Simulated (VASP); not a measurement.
Energy against volume of Tm (hcp). Calculation: MS2 meta-GGA, VASP's PBE PAW potentials (set 64) (plane waves; VASP). Numerical set-up: 520 eV cut-off, 12×12×7 Γ-centred mesh, first-order Methfessel-Paxton smearing of 0.10 eV, potentials Tm_3.

The 4f electrons are frozen in the core of the lanthanide potential, so 4f levels, which can set the real gap, and their magnetism are missing.

Shape and ions are relaxed at each volume.

```
V (Å³/atom)  E (eV/atom)
-----------  -----------
27.914          10.93287
28.777          10.92655
29.641          10.92811
30.504          10.93677
```

Problem. Fit these four points and predict the energy of the run at 27.051 Å³/atom.

Solution. A cubic in V^(−2/3), the third-order Birch-Murnaghan form, passes through the four points with V0 = 29.03 Å³/atom and B0 = 48 GPa, and gives 10.9479 eV/atom there. The run gave 10.9478 eV/atom, -0.1 meV/atom from the fit; all five points give B0 = 48 GPa.

The compound is Tm in the hcp structure. It was relaxed first.
